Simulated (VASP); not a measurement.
Given:

```
O2Si
1.0
    4.18000     0.00000     0.00000
    0.00000     4.18000     0.00000
    0.00000     0.00000     2.67000
Si O
2 4
Cartesian
  0.00000   0.00000   0.00000
  2.09000   2.09000   1.33500
  1.27908   1.27908   0.00000
  3.36908   0.81092   1.33500
  0.81092   3.36908   1.33500
  2.90092   2.90092   0.00000
```

Level of theory: PBE GGA, VASP's PBE PAW potentials (set 64) (plane waves; VASP 6.6.1). Settings: 400 eV cut-off, 4×4×6 Γ-centred mesh, Fermi-Dirac smearing of 0.010 eV, potentials Si O.

Problem. Give the energies of bands 6 to 19 at the high-symmetry points, in eV from the valence-band maximum.

Solution. 
```
band      Γ      X      M      Z      R       A
----  -----  -----  -----  -----  -----  ------
6     -6.44  -9.33  -7.88  -9.54  -9.41  -10.79
7     -6.44  -4.57  -5.92  -6.93  -8.13   -8.18
8     -6.24  -4.57  -5.92  -6.93  -8.13   -8.18
9     -5.41  -4.51  -4.07  -6.30  -6.55   -4.54
10    -5.10  -4.51  -4.07  -6.30  -6.55   -4.54
11    -3.15  -3.88  -3.28  -4.64  -3.99   -4.50
12    -3.15  -3.88  -3.28  -4.64  -3.99   -4.50
13    -2.53  -2.71  -2.68  -3.08  -2.29   -1.77
14    -0.88  -2.71  -2.68  -3.08  -2.29   -1.77
15    -0.88  -1.07  -2.29  -2.69  -1.76   -1.56
16     0.00  -1.07  -2.29  -2.69  -1.76   -1.56
17     5.56   7.71   7.39   9.08   8.78    7.16
18     6.69   7.71   7.39   9.08   8.78    7.16
19     8.48   9.06  10.05  12.65   9.84   11.02
```

The gap is direct, 5.56 eV, from the valence maximum at Γ to the conduction minimum at Γ.

The structure is a typed SiO2 crystal. The cell was not relaxed at this level.
